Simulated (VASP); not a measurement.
VASP 6 on Pt, 36 atoms, PBE, 400 eV, 3×3×1 Γ-centred mesh, vasp_std. Each run had one machine to itself; times are medians of up to 3 turns, which differed by up to 1 %. Differences under about 10 % mean little, and other builds and machines will differ.

INCAR of the first run: PREC = Normal; ENCUT = 400; EDIFF = 1E-12; NELM = 9; ALGO = Normal; LREAL = .FALSE.; LASPH = .TRUE.; ISMEAR = 1; SIGMA = 0.1; GGA = PE; LMAXMIX = 6; LWAVE = .FALSE.; LCHARG = .FALSE.; ISYM = 0; NELMIN = 9; NCORE = 4

Problem. Which of these is fastest: 32 ranks, LREAL = .FALSE., PREC = Normal; 32 ranks, LREAL = .FALSE., PREC = Accurate; 32 ranks, LREAL = Auto, PREC = Normal; 32 ranks, LREAL = Auto, PREC = Accurate?

Solution. 32 ranks, LREAL = Auto, PREC = Normal, at 1.1 s against 2.1 s for the slowest, 32 ranks, LREAL = .FALSE., PREC = Accurate.
```tsv
run	seconds an electronic step (mean of the last four of 9)
32 ranks, LREAL = .FALSE., PREC = Normal	1.7
32 ranks, LREAL = .FALSE., PREC = Accurate	2.1
32 ranks, LREAL = Auto, PREC = Normal	1.1
32 ranks, LREAL = Auto, PREC = Accurate	1.9
```

Runs that failed, blew up or ran out of time are left out.

The cell is a thin slab with vacuum, built from a generated structure.
